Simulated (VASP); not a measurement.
Data:

```yaml
crystal:
  lattice:
    - [0.00000, 2.87497, 2.80015]
    - [2.83864, 0.00000, 2.80015]
    - [2.83864, 2.87497, 0.00000]
  atoms:
    - { symbol: Li, position: [0.25000, 0.25000, 0.25000] }
    - { symbol: Li, position: [0.75000, 0.75000, 0.75000] }
    - { symbol: S, position: [0.98476, 0.01524, 0.01524] }
```

Method: PBE GGA, VASP's PBE PAW potentials (set 64) (plane waves; VASP 6.6.1). Settings: 800 eV cut-off, 6×6×6 Γ-centred mesh, Gaussian smearing of 0.050 eV, potentials Li_sv S.

Question: Give the force on each atom (eV/Å).

Answer: 
```csv
atom,Fx,Fy,Fz
Li1,0.167,0.000,0.000
Li2,0.167,0.000,0.000
S3,-0.333,0.000,0.000
```

Question: Give the stress tensor in GPa (positive for a compressed cell).

Answer: 
```
 0.63   0.00   0.00
 0.00  -0.10   0.00
 0.00   0.00   1.63
```
The pressure is its mean diagonal, 0.72 GPa.

The compound is Li2S in the antifluorite structure. The cell was not relaxed at this level, atoms are displaced from their ideal sites. The run is one of a series of settings (ENCUT = 800 against the base run), some of them coarse on purpose.
